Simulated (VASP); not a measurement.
VASP input:

File POSCAR:
```
MnO
1
    4.4400000000     2.2200000000     2.2200000000
    2.2200000000     4.4400000000     2.2200000000
    2.2200000000     2.2200000000     4.4400000000
Mn O
2 2
Direct
  0.0000000000   0.0000000000   0.0000000000
  0.5000000000   0.5000000000   0.5000000000
  0.2500000000   0.2500000000   0.2500000000
  0.7500000000   0.7500000000   0.7500000000
```

File KPOINTS:
```
Automatic mesh
0
Gamma
7 7 7
0 0 0
```

**INCAR**
```
SYSTEM = MnO
PREC = Accurate
ENCUT = 520
EDIFF = 1E-6
NELM = 100
ALGO = Normal
LREAL = .FALSE.
LASPH = .TRUE.
ISMEAR = 0
SIGMA = 0.05
GGA = PE
LMAXMIX = 4
ISPIN = 2
MAGMOM = 5.0 -5.0 0.0 0.0
LORBIT = 10
LWAVE = .FALSE.
LCHARG = .FALSE.
ISIF = 2
ICHARG = 11
```

POTCAR, in this order: Mn_pv O (PBE.64 set). Program: vasp_std.

Output of the run:

### standard output
```
 POSCAR found type information on POSCAR MnO
 POSCAR found :  2 types and       4 ions
 Reading from existing POTCAR
 Reading from existing POTCAR
 LDA part: xc-table for (Slater+PW92), standard interpolation
 WARNING: stress and forces are not correct
 POSCAR, INCAR and KPOINTS ok, starting setup
 WAVECAR not read
 WARNING: CHGCAR is incomplete

 -----------------------------------------------------------------------------
|                                                                             |
|     EEEEEEE  RRRRRR   RRRRRR   OOOOOOO  RRRRRR      ###     ###     ###     |
|     E        R     R  R     R  O     O  R     R     ###     ###     ###     |
|     E        R     R  R     R  O     O  R     R     ###     ###     ###     |
|     EEEEE    RRRRRR   RRRRRR   O     O  RRRRRR       #       #       #      |
|     E        R   R    R   R    O     O  R   R                               |
|     E        R    R   R    R   O     O  R    R      ###     ###     ###     |
|     EEEEEEE  R     R  R     R  OOOOOOO  R     R     ###     ###     ###     |
|                                                                             |
|     ICHARG>10                                                               |
|                                                                             |
|       ---->  I REFUSE TO CONTINUE WITH THIS SICK JOB ... BYE!!! <----       |
|                                                                             |
 -----------------------------------------------------------------------------
```

Q: From input and log, find the fault in this run and mend it.

A: The cause: ICHARG = 11 asks for a fixed density, but there is no CHGCAR. VASP stops with an error: ERROR: charge density could not be read from file CHGCAR for ICHARG>10 ----> I REFUSE TO CONTINUE WITH THIS SICK JOB ... BYE!!! <---- To mend it, run self-consistently first and keep its CHGCAR, or remove ICHARG. The plain static run on this cell (PBE GGA, plane waves, VASP's PBE PAW potentials (set 64)) converges, and its OSZICAR ends with
```
   1 F= -.33109634E+02 E0= -.33109634E+02  d E =-.177987E-27  mag=     0.0000
```

The compound is MnO in the rock salt, AFM-II order structure. The cell was not relaxed at this level.
